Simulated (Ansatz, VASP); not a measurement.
# FeGe in two plane-wave programs, part 2 of 2

Aim: how closely do two programs agree when they are given the same cell, functional and k mesh?

VASP 6.6.1 and Ansatz 0.2.0.

So far: The starting structure; VASP: single point, PBE.

The database entry behind the starting cell differs from later determinations by our own check (about 0.2 % short), so it need not match the best structure at ambient conditions.

### Step 3. Ansatz: single point, PBE

Level of this step: Ansatz beside VASP: Kohn-Sham DFT, plane waves, PBE (Ansatz).

Ansatz runs on its default PAW (the set named soft_2) files.

The same cell, functional, mesh and smearing now go to Ansatz, which takes its cutoff from its data sets.

input.yaml reads:

```yaml
crystal:
  lattice:
    - [4.689, 0.0, 0.0]
    - [0.0, 4.689, 0.0]
    - [0.0, 0.0, 4.689]
  atoms:
    - { symbol: Ge, position: [0.158, 0.342, 0.658] }
    - { symbol: Ge, position: [0.342, 0.658, 0.158] }
    - { symbol: Ge, position: [0.658, 0.158, 0.342] }
    - { symbol: Ge, position: [0.842, 0.842, 0.842] }
    - { symbol: Fe, position: [0.865, 0.635, 0.365], spin: 3.0 }
    - { symbol: Fe, position: [0.635, 0.365, 0.865], spin: 3.0 }
    - { symbol: Fe, position: [0.365, 0.865, 0.635], spin: 3.0 }
    - { symbol: Fe, position: [0.135, 0.135, 0.135], spin: 3.0 }
hamiltonian:
  xc: pbe
  pseudopotentials: { kind: paw }
magnetization:
  spin_polarized: true
kpoints:
  mp_grid: { grid: [6, 6, 6] }
scf:
  occupations: { method: fermi_dirac, width: 0.05 }
  n_extra_bands: 14
output:
  forces: true
  stress: true
  eigenvalues: true
  write_density: true
  write_potential: true
  elf: true
  volumetric_format: npy
```

Run with:

```sh
$ ansatz run input.yaml --threads 4 --pin off --max-ram 9216MiB --backend cpu --events-out ev --progress --plain --runs-dir out
```

Numbers of over 12 decimals in the logs are rounded to 6 here.

Log:

```text
Warning: the band count 74 (scf.n_extra_bands) hosts the net moment |M| = 12.0000 μB (N_el = 120) but caps the reachable moment at 2·n_bands − N_el = 28.0000 μB, below the 80 bands that the automatic rule leaves for it — a moment growing past the seed, or the majority channel's smearing tail, pins there with fewer empty majority states than that count leaves; raise or omit scf.n_extra_bands unless the cap is intended
scf.n_extra_bands = 14 over 60 filled bands (N_el = 120.0): the run solves 74 bands
Engine: ansatz 0.2.0, x86_64-unknown-linux-gnu
Pseudopotentials: kind: paw
Pseudopotential: Ge, paw, valence charge 14, recommended cutoff 420 eV (normal), Ge.paw.azcp
Pseudopotential: Fe, paw, valence charge 16, recommended cutoff 420 eV (normal), Fe.paw.azcp
Functional definition: PBE
  parameter kappa = 0.804
  parameter beta = 0.066725
  exchange = pbe_x(kappa = kappa, mu = beta*pi^2/3)
  correlation = pbe_c(beta = beta)
Crystal: 8 atoms, lattice volume = 103.096 Å³
Basis set: ecut = 420 eV, 2007 PW (Γ), exchange–correlation on 64×64×64 points (8 copies of the dense FFT grid, shifted against one another)
Bands: 74, of which v1, the nominal top of the filled ones, is band 60 counted from 1 (59 counted from 0)
Symmetry: 12 space group operations
Space group: P213 (ITA 198), of the structure as read, at distance tolerance 4.7e-5 Å
Magnetic group: BNS 198.9 (UNI 1511), of the structure as read, at distance tolerance 4.7e-5 Å
k-points: 24 of 216 (time reversal used)
Non-local potential: Ge, projectors of the file, l = 0: 2, l = 1: 2, l = 2: 3, l = 3: 1
Non-local potential: Fe, projectors of the file, l = 0: 3, l = 1: 2, l = 2: 3, l = 3: 1
PAW form: soft (Blöchl's): semilocal exchange-correlation on the pseudo side does not see the compensation charge
PAW one-centre angular grid: Ge, 590 points (default); XC on 64 Gauss nodes
PAW one-centre angular grid: Fe, 590 points (default); XC on 64 Gauss nodes
Initial density: superposition of atomic densities (chi_scale 0.1, normalization cell)
Starting moments: Σ|m| = 12 μB on 4 of 8 sites
Initial wavefunctions: pseudopotential atomic-orbital guess
Functional: x = pbe(κ = 0.804, μ = 0.219515), c = pbe(β = 0.066725)
iter 1 solved again at ethr=1.84e-3 eV; its pass at ethr=3.10e-3 eV (dr2=2.20e0 eV) is discarded
SCF iter   1: F=—  HF=-35099.440408 eV  |F-HF|=—  |Δ(HF+E_count)|=         —  Δρ=1.05e-1 (↑1.05e-1 ↓6.49e-2)  dr2=2.22e0  dr2_m=6.38e0  M=6.091 μB ∫|m|=7.431 μB  β_m=0.30  ethr=1.84e-3  ⟨swp⟩=1.2  Hψ=15570  notcnv=0
Mixer restart at iter 1: flushing history
preconditioner: auto → Kerker (q_TF=auto, 2.798 Å⁻¹)  [metal: Δε(μ)=0.036 eV  Ē_g=16.008 eV  σ=0.050 eV  W_gap=0.18  n_scr=32 (ndim 8)  ℏωp=34.3 eV  f_vac=0.000  D(μ)=7.09/eV (n_scr^D=80)]
spin=Collinear: Kerker preconditioning applied to the charge; magnetization (m = ρ↑ − ρ↓) channel mixes plain (no charge-response kernel on spin).
SCF iter   2: F=—  HF=-35099.203591 eV  |F-HF|=—  |Δ(HF+E_count)|=   2.37e-1  Δρ=6.23e-2 (↑6.23e-2 ↓6.17e-2)  dr2=9.94e-1  dr2_m=3.44e0  M=5.892 μB ∫|m|=7.269 μB  β_m=0.62  ethr=1.84e-3  ⟨swp⟩=2.0  Hψ=4398  notcnv=0
SCF iter   3: F=—  HF=-35103.123025 eV  |F-HF|=—  |Δ(HF+E_count)|=    3.92e0  Δρ=5.02e-2 (↑5.02e-2 ↓2.85e-2)  dr2=6.65e-1  dr2_m=1.31e0  M=4.501 μB ∫|m|=5.859 μB  β_m=0.70  ethr=8.28e-4  ⟨swp⟩=3.3  Hψ=7614  notcnv=0  defer=109
SCF iter   4: F=—  HF=-35102.416842 eV  |F-HF|=—  |Δ(HF+E_count)|=   7.06e-1  Δρ=1.19e-2 (↑1.19e-2 ↓5.45e-3)  dr2=2.90e-1  dr2_m=3.74e-2  M=4.155 μB ∫|m|=5.292 μB  β_m=0.73  ethr=5.54e-4  ⟨swp⟩=2.6  Hψ=6388  notcnv=0  defer=179
SCF iter   5: F=—  HF=-35102.528821 eV  |F-HF|=—  |Δ(HF+E_count)|=         —  Δρ=5.45e-3 (↑5.45e-3 ↓4.14e-3)  dr2=5.45e-2  dr2_m=7.26e-4  M=4.196 μB ∫|m|=5.292 μB  β_m=0.73  ethr=2.42e-4  ⟨swp⟩=2.3  Hψ=5085  notcnv=0  defer=179
Mixer restart at iter 5: flushing history
SCF iter   6: F=—  HF=-35102.593228 eV  |F-HF|=—  |Δ(HF+E_count)|=   6.44e-2  Δρ=1.53e-3 (↑1.53e-3 ↓1.04e-3)  dr2=1.81e-3  dr2_m=4.88e-4  M=4.231 μB ∫|m|=5.325 μB  β_m=0.69  ethr=4.54e-5  ⟨swp⟩=2.2  Hψ=7059  notcnv=0  defer=173
SCF iter   7: F=—  HF=-35102.590625 eV  |F-HF|=—  |Δ(HF+E_count)|=   2.60e-3  Δρ=2.01e-3 (↑1.96e-3 ↓2.01e-3)  dr2=1.45e-2  dr2_m=1.38e-5  M=4.226 μB ∫|m|=5.317 μB  β_m=0.69  ethr=1.51e-6  ⟨swp⟩=2.0  Hψ=7311  notcnv=0  defer=173
SCF iter   8: F=—  HF=-35102.593117 eV  |F-HF|=—  |Δ(HF+E_count)|=   2.49e-3  Δρ=9.50e-4 (↑9.50e-4 ↓5.01e-4)  dr2=7.86e-4  dr2_m=9.74e-5  M=4.243 μB ∫|m|=5.338 μB  β_m=0.69  ethr=1.51e-6  ⟨swp⟩=2.2  Hψ=6970  notcnv=0  defer=171
SCF iter   9: F=—  HF=-35102.593183 eV  |F-HF|=—  |Δ(HF+E_count)|=   6.55e-5  Δρ=2.21e-4 (↑2.19e-4 ↓2.21e-4)  dr2=1.19e-4  dr2_m=1.57e-5  M=4.241 μB ∫|m|=5.337 μB  β_m=0.69  ethr=6.55e-7  ⟨swp⟩=2.0  Hψ=6505  notcnv=0  defer=171
SCF iter  10: F=—  HF=-35102.593190 eV  |F-HF|=—  |Δ(HF+E_count)|=   7.24e-6  Δρ=9.11e-5 (↑6.00e-5 ↓9.11e-5)  dr2=2.30e-5  dr2_m=1.30e-6  M=4.241 μB ∫|m|=5.338 μB  β_m=0.85  ethr=9.96e-8  ⟨swp⟩=2.0  Hψ=6444  notcnv=0  defer=171
SCF iter  11: F=—  HF=-35102.593190 eV  |F-HF|=—  |Δ(HF+E_count)|=   3.99e-7  Δρ=1.87e-5 (↑1.41e-5 ↓1.87e-5)  dr2=1.29e-6  dr2_m=1.15e-8  M=4.241 μB ∫|m|=5.338 μB  β_m=0.92  ethr=1.92e-8  ⟨swp⟩=2.0  Hψ=4548  notcnv=0  defer=171
SCF iter  12: F=—  HF=-35102.593190 eV  |F-HF|=—  |Δ(HF+E_count)|=   1.81e-7  Δρ=6.61e-6 (↑6.02e-6 ↓6.61e-6)  dr2=1.76e-7  dr2_m=2.19e-10  M=4.242 μB ∫|m|=5.339 μB  β_m=0.96  ethr=1.07e-9  ⟨swp⟩=2.0  Hψ=4717  notcnv=0  defer=171
SCF iter  13: F=—  HF=-35102.593190 eV  |F-HF|=—  |Δ(HF+E_count)|=   4.19e-8  Δρ=4.42e-6 (↑4.42e-6 ↓4.27e-6)  dr2=7.66e-8  dr2_m=1.97e-11  M=4.242 μB ∫|m|=5.339 μB  β_m=0.98  ethr=1.47e-10  ⟨swp⟩=2.0  Hψ=3914  notcnv=0  defer=171
SCF iter  14: F=-35102.593190 eV  HF=-35102.593190 eV  |F-HF|=2.22e-9  |Δ(HF+E_count)|=   3.79e-9  Δρ=7.79e-7 (↑7.79e-7 ↓6.89e-7)  dr2=2.41e-9  dr2_m=3.12e-12  M=4.242 μB ∫|m|=5.339 μB  ethr=6.38e-11  ⟨swp⟩=9.9  Hψ=20175  notcnv=0
SCF 1 converged in 14 iterations: F = -35102.593190 eV  dr2 = 2.41e-9
  greatest PAW one-centre occupation: 1.001 electrons in one spin orbital (limit 2), on the Fe atom at site 7 (counted from 0), in its partial waves of l = 1
SCF converged after 14 iterations
Magnetization: 4.2416 μB (62.1208 up, 57.8792 down)
Absolute magnetization: 5.3392 μB (∫|ρ↑−ρ↓|, with the PAW one-centre terms)
Spin contamination: 0.1213 ħ² per cell (⟨S²⟩ above its minimum at these occupations)
Per-site moments (μB) at R_I (Å): [(-0.054923, 0.981595), (-0.054923, 0.981595), (-0.054923, 0.981595), (-0.054923, 0.981595), (1.173258, 0.981595), (1.173258, 0.981595), (1.173258, 0.981595), (1.173258, 0.981595)]
Free energy (F): -35102.593190 eV
Harris-Foulkes:  -35102.593190 eV  (|F-HF|=2.22e-9)
Internal energy: -35102.534039 eV  (E = F + TS)
E sigma→0 (E₀):  -35102.563614 eV
Entropy (-TS):   -0.059150 eV (-7.394 meV/atom)
Fermi energy:    16.783572 eV
--- Per-component energies (eV) ---
  E_band       = -1102.508048
  E_kinetic    = 1867.331264
  E_local      = -16384.311348  (includes V_loc(G=0)·N_el)
  E_nonlocal   = 2549.243243
  E_hartree    = 7095.998181
  E_xc         = -779.496144
  E_vxc        = -873.788785  (∫ρ·V_xc dr)
  E_paw        = -13547.974520  (= ΣΔE_a)
  E_vpaw       = -2452.977816  (= ΣTr[D̂ρ^β])
  E_aug_tail   = 0.004287  (compensation charges beyond the density's cutoff)
  E_ewald      = -15903.329002
  E_smearing   = -0.059150  (= −TS)
  E_closure    = 0.000000  (closes the sum)
  Σ components = -35102.593190   (vs F -35102.593190, Δ=0.00e0)
--- Forces (eV/Å), atoms counted from 1 ---
  atom   1  Ge     0.02755911    -0.02755911     0.02755911
  atom   2  Ge    -0.02755911     0.02755911     0.02755911
  atom   3  Ge     0.02755911     0.02755911    -0.02755911
  atom   4  Ge    -0.02755911    -0.02755911    -0.02755911
  atom   5  Fe     0.04395408    -0.04395408     0.04395408
  atom   6  Fe    -0.04395408     0.04395408     0.04395408
  atom   7  Fe     0.04395408     0.04395408    -0.04395408
  atom   8  Fe    -0.04395408    -0.04395408    -0.04395408
  max |Σ_I F_I| component: 1.04e-16 eV/Å
--- Stress (GPa, compression-positive) ---
       -2.744800       0.000000      -0.000000
        0.000000      -2.744800       0.000000
       -0.000000       0.000000      -2.744800
  P = ⅓ Tr σ = -2.7448 GPa (-27.448 kbar)
--- Band table (eV; the first three rows and the last of 48) ---
  k-point 0 ↑: bands = [... 56 lower, 15.9138, 15.9225, 15.9225, 15.9225, 16.4707, 16.4707, 16.4707, 18.5357, ... 10 higher]
  k-point 1 ↑: bands = [... 56 lower, 15.7648, 15.8695, 15.9292, 16.0936, 16.3259, 16.4108, 16.9735, 17.9612, ... 10 higher]
  k-point 2 ↑: bands = [... 56 lower, 15.6971, 15.7796, 15.9913, 16.0070, 16.2619, 16.3014, 17.5701, 17.6530, ... 10 higher]
  k-point 23 ↓: bands = [... 56 lower, 16.6280, 16.6280, 16.6280, 16.6280, 17.6050, 17.6050, 17.6050, 17.6050, ... 10 higher]
```

It took 19 s on 4 threads of Intel Xeon Platinum 8175M at 2.50GHz (Skylake/Cascade Lake), shared host; peak memory 0.74 GiB; 71 s of CPU time.

In the SCF lines HF is the Harris–Foulkes energy and dr2 the Hartree energy of the density residual, in eV; the loop may stop once dr2 is under the threshold and the program's other checks hold. Hψ counts applications of the Hamiltonian.

The run ends at a pressure of -2.74 GPa, with forces up to 0.076 eV/Å.

### Step 4. Side by side

Known differences besides the potentials themselves: the data sets hold 120 valence electrons in Ansatz (default PAW (the set named soft_2) files) and 88 in VASP; the cutoff is 420 eV in Ansatz and 410 eV in VASP; VASP leaves aspherical gradient terms in its spheres out (LASPH is not set), Ansatz keeps them; site moments are counted in spheres of each program's own size. Total energies have different zeros and are not compared.

Compared:

```csv
quantity,Ansatz,VASP,difference
pressure (GPa),-2.74,-3.07,+0.32
pressure without Ansatz's Pulay correction (GPa),-2.81,-3.07,+0.26
total moment (μB),4.24,4.26,-0.02
moment on Fe5 (μB),1.17,1.19,-0.01
moment on Fe6 (μB),1.17,1.19,-0.01
moment on Fe7 (μB),1.17,1.19,-0.01
moment on Fe8 (μB),1.17,1.19,-0.01
moment on Ge1 (μB),-0.06,-0.08,+0.03
moment on Ge2 (μB),-0.06,-0.08,+0.03
moment on Ge3 (μB),-0.06,-0.08,+0.03
moment on Ge4 (μB),-0.06,-0.08,+0.03
```

Forces (eV/Å; atoms numbered as in POSCAR):

```csv
atom,"Ansatz x, y, z","VASP x, y, z"
Ge1,"0.028, -0.028, 0.028","0.026, -0.026, 0.026"
Ge2,"-0.028, 0.028, 0.028","-0.026, 0.026, 0.026"
Ge3,"0.028, 0.028, -0.028","0.026, 0.026, -0.026"
Ge4,"-0.028, -0.028, -0.028","-0.026, -0.026, -0.026"
Fe5,"0.044, -0.044, 0.044","0.030, -0.030, 0.030"
Fe6,"-0.044, 0.044, 0.044","-0.030, 0.030, 0.030"
Fe7,"0.044, 0.044, -0.044","0.030, 0.030, -0.030"
Fe8,"-0.044, -0.044, -0.044","-0.030, -0.030, -0.030"
```

The forces differ by 9.9 meV/Å r.m.s., which is 35.2 % of the r.m.s. force of 0.03 eV/Å (both taken over all components). Ansatz's pressure holds a Pulay correction of 0.07 GPa; VASP's holds none.

### Step 5. What came out

| Item | Value |
| --- | --- |
| difference in total moment (single point, PBE) | -0.023 μB |
| r.m.s. force difference (single point, PBE) | 9.9 meV/Å |

In words: The r.m.s. force difference is 9.9 meV/Å (single point, PBE), within the 12 meV/Å picked in this series as the mark of a large difference. How closely two codes agree says nothing of how well the functional describes the real material.

[Lines on the potential files, build, host, timing and source positions are cut from VASP's logs without a mark.]

[Logs are printed without paths, hosts, clocks, repeated set-up lines and the standing remarks that a program may print on its own settings, such as how far it seeks lower states.]

[Hosts, paths, dates, database ids (printed as entryN), source tags and the programs' standing remarks are cut or masked in the printed files.]
